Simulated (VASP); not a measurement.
Computed with r2SCAN meta-GGA, VASP's PBE PAW potentials (set 64) (plane waves; VASP).

VASP ran on this input.

KPOINTS_OPT:
```
k-points along high-symmetry lines
6
Line-mode
Reciprocal
  0.000000   0.000000   0.000000 ! GAMMA
  0.000000   0.500000   0.000000 ! Z

  0.000000   0.500000   0.000000 ! Z
  0.000000   0.500000   0.500000 ! D

  0.000000   0.500000   0.500000 ! D
  0.000000   0.000000   0.500000 ! B

  0.000000   0.000000   0.500000 ! B
  0.000000   0.000000   0.000000 ! GAMMA

  0.000000   0.000000   0.000000 ! GAMMA
 -0.500000   0.000000   0.500000 ! A

 -0.500000   0.000000   0.500000 ! A
 -0.500000   0.500000   0.500000 ! E

 -0.500000   0.500000   0.500000 ! E
  0.000000   0.500000   0.000000 ! Z

  0.000000   0.500000   0.000000 ! Z
 -0.500000   0.500000   0.000000 ! C_2

 -0.500000   0.500000   0.000000 ! C_2
 -0.500000   0.000000   0.000000 ! Y_2

 -0.500000   0.000000   0.000000 ! Y_2
  0.000000   0.000000   0.000000 ! GAMMA
```

**INCAR**
```
! general
SYSTEM  = BaGaH5
PREC    = Accurate
ENCUT   = 400
LREAL   = Auto
LASPH   = .True.

! electronic loop
EDIFF   = 1E-7
NELM    = 100
ALGO    = Normal
LMAXMIX = 4
LMIXTAU = .True.

! smearing
ISMEAR  = -5

! functional
METAGGA = R2SCAN

! ions
ISIF    = 2

! output
LWAVE   = .False.
LCHARG  = .False.
LORBIT  = 11
NEDOS   = 601

! other
LEFG    = .True.
```

KPOINTS:
```
kpoints
0
gamma
 5 6 3
0 0 0
```

**POSCAR**
```
BaGaH5
1
    4.9819295235     0.0000000000    -0.0009719758
    0.0000000000     4.5639937362     0.0000000000
   -0.0244766769     0.0000000000     8.5304273241
Ba Ga H
2 2 10
Direct
  0.2455636148   0.2424381220   0.3385370899
  0.7544363852   0.7424381220   0.6614629101
  0.7431658459   0.8300642274   0.1421491663
  0.2568341541   0.3300642274   0.8578508337
  0.7441309676   0.1773833926   0.1563514631
  0.2558690324   0.6773833926   0.8436485369
  0.9904277628   0.7269241293   0.2478835663
  0.0095722372   0.2269241293   0.7521164337
  0.4764816525   0.7279018063   0.2285988228
  0.5235183475   0.2279018063   0.7714011772
  0.7608982143   0.7049961413   0.9724970240
  0.2391017857   0.2049961413   0.0275029760
  0.7464064949   0.2387821810   0.4826370479
  0.2535935051   0.7387821810   0.5173629521
```

POTCAR, in this order: Ba_sv Ga_d H (PBE.64 set). Program: vasp_std.

What VASP printed:

File OSZICAR:
```
       N       E                     dE             d eps       ncg     rms          rms(c)
DAV:   1     0.374390544519E+03    0.37439E+03   -0.22300E+04  2316   0.153E+03
DAV:   2    -0.617411785153E+02   -0.43613E+03   -0.42108E+03  2720   0.404E+02
DAV:   3    -0.122893944464E+03   -0.61153E+02   -0.60688E+02  3024   0.142E+02
DAV:   4    -0.125747133149E+03   -0.28532E+01   -0.28443E+01  3288   0.322E+01
DAV:   5    -0.125843654732E+03   -0.96522E-01   -0.96465E-01  3420   0.452E+00    0.105E+01
DAV:   6    -0.119973309378E+03    0.58703E+01   -0.32438E+00  3264   0.158E+01    0.576E+00
DAV:   7    -0.112472501866E+03    0.75008E+01   -0.29329E+00  2596   0.977E+00    0.129E+00
DAV:   8    -0.114415831843E+03   -0.19433E+01   -0.17168E+00  2760   0.798E+00    0.627E-01
DAV:   9    -0.114592538753E+03   -0.17671E+00   -0.71820E-01  2468   0.484E+00    0.482E-01
DAV:  10    -0.114818081417E+03   -0.22554E+00   -0.12125E-01  2572   0.206E+00    0.230E-01
DAV:  11    -0.114785685692E+03    0.32396E-01   -0.37450E-02  2604   0.125E+00    0.948E-02
DAV:  12    -0.114824759394E+03   -0.39074E-01   -0.12892E-02  2824   0.775E-01    0.665E-02
DAV:  13    -0.114829347079E+03   -0.45877E-02   -0.42838E-03  2636   0.432E-01    0.344E-02
DAV:  14    -0.114831180410E+03   -0.18333E-02   -0.12423E-03  2772   0.219E-01    0.122E-02
DAV:  15    -0.114830892770E+03    0.28764E-03   -0.26630E-04  3024   0.121E-01    0.786E-03
DAV:  16    -0.114830872442E+03    0.20328E-04   -0.44694E-05  2824   0.438E-02    0.458E-03
DAV:  17    -0.114830871292E+03    0.11502E-05   -0.11501E-05  2652   0.210E-02    0.156E-03
DAV:  18    -0.114830874661E+03   -0.33690E-05   -0.69702E-06  2620   0.162E-02    0.127E-03
DAV:  19    -0.114830875396E+03   -0.73544E-06   -0.70612E-07  2796   0.508E-03    0.593E-04
DAV:  20    -0.114830875217E+03    0.17950E-06   -0.44746E-07  2132   0.492E-03    0.245E-04
DAV:  21    -0.114830875305E+03   -0.88008E-07   -0.16067E-07  1824   0.267E-03
   1 F= -.11483088E+03 E0= -.11483088E+03  d E =0.000000E+00
       N       E                     dE             ncg
       N       E                     dE             ncg
```

### OUTCAR
```
------------------------ aborting loop because EDIFF is reached ----------------------------------------
  FORCE on cell =-STRESS in cart. coord.  units (eV):
  Direction    XX          YY          ZZ          XY          YZ          ZX
  --------------------------------------------------------------------------------------
  Total        0.1319597      0.0242892      0.1480808      0.0000000      0.0000000      0.0000569
  in kB        1.0900311      0.2006371      1.2231964      0.0000000      0.0000000      0.0004704
  external PRESSURE =       0.8379549 kB  Pullay stress =       0.0000000 kB
  volume of cell :      193.96
      direct lattice vectors                 reciprocal lattice vectors
     4.981929523  0.000000000 -0.000971976     0.200725553  0.000000000  0.000575949
     0.000000000  4.563993736  0.000000000     0.000000000  0.219106348  0.000000000
    -0.024476677  0.000000000  8.530427324     0.000022871  0.000000000  0.117227487
 POSITION                                       TOTAL-FORCE (eV/Angst)
 -----------------------------------------------------------------------------------
      1.21509      1.10649      2.88763        -0.001731      0.003179     -0.008226
      3.74236      3.38848      5.64183         0.001731      0.003179      0.008226
      3.69892      3.78841      1.21187        -0.003429      0.012062     -0.001166
      1.25853      1.50641      7.31758         0.003429      0.012062      0.001166
      3.70338      0.80958      1.33302        -0.001487     -0.012940     -0.013278
      1.25407      3.09157      7.19643         0.001487     -0.012940      0.013278
      4.92817      3.31768      2.11359        -0.008316     -0.004905     -0.007011
      0.02928      1.03568      6.41587         0.008316     -0.004905      0.007011
      2.36820      3.32214      1.94958         0.004085     -0.004319     -0.010674
      2.58925      1.04014      6.57987        -0.004085     -0.004319      0.010674
      3.76694      3.21760      8.29508         0.001074      0.005232     -0.005070
      1.19052      0.93560      0.23438        -0.001074      0.005232      0.005070
      3.70673      1.08980      4.11637        -0.001575      0.001692     -0.001641
      1.25072      3.37180      4.41308         0.001575      0.001692      0.001641
 -----------------------------------------------------------------------------------
    total drift:                                0.000000      0.011513     -0.000054
  FREE ENERGIE OF THE ION-ELECTRON SYSTEM (eV)
  ---------------------------------------------------
  free  energy   TOTEN  =      -114.8308753050 eV

  energy  without entropy=     -114.8308753050  energy(sigma->0) =     -114.83087530

 total charge

# of ion       s       p       d       tot
------------------------------------------
    1        2.012   5.628   0.232   7.873
    2        2.012   5.628   0.232   7.873
    3        0.837   1.017  10.024  11.878
    4        0.837   1.017  10.024  11.878
    5        0.554   0.009   0.000   0.563
    6        0.554   0.009   0.000   0.563
    7        0.567   0.008   0.000   0.575
    8        0.567   0.008   0.000   0.575
    9        0.568   0.008   0.000   0.576
   10        0.568   0.008   0.000   0.576
   11        0.566   0.008   0.000   0.575
   12        0.566   0.008   0.000   0.575
   13        0.524   0.001   0.000   0.525
   14        0.524   0.001   0.000   0.525
--------------------------------------------------
tot         11.259  13.359  20.512  45.130

 Electric field gradients after diagonalization (V/A^2)
 (convention: |V_zz| > |V_xx| > |V_yy|)
----------------------------------------------------------------------
 ion       V_xx      V_yy      V_zz     asymmetry (V_yy - V_xx)/ V_zz
----------------------------------------------------------------------
   1     -37.381    -7.150    44.531       0.679
   2     -37.381    -7.150    44.531       0.679
   3      22.229    16.718   -38.947       0.142
   4      22.229    16.718   -38.947       0.142
   5      -5.354    -4.205     9.559       0.120
   6      -5.354    -4.205     9.559       0.120
   7      -6.207    -4.018    10.224       0.214
   8      -6.207    -4.018    10.224       0.214
   9      -6.332    -4.053    10.385       0.219
  10      -6.332    -4.053    10.385       0.219
  11      -6.556    -6.200    12.756       0.028
  12      -6.556    -6.200    12.756       0.028
  13       0.305     0.209    -0.514       0.188
  14       0.305     0.209    -0.514       0.188
```
(Selected blocks of OUTCAR.)

The structure comes from a computed database's BaGaH5 entry (P2_1); how it stands against other phases isn't given here. It was relaxed first.
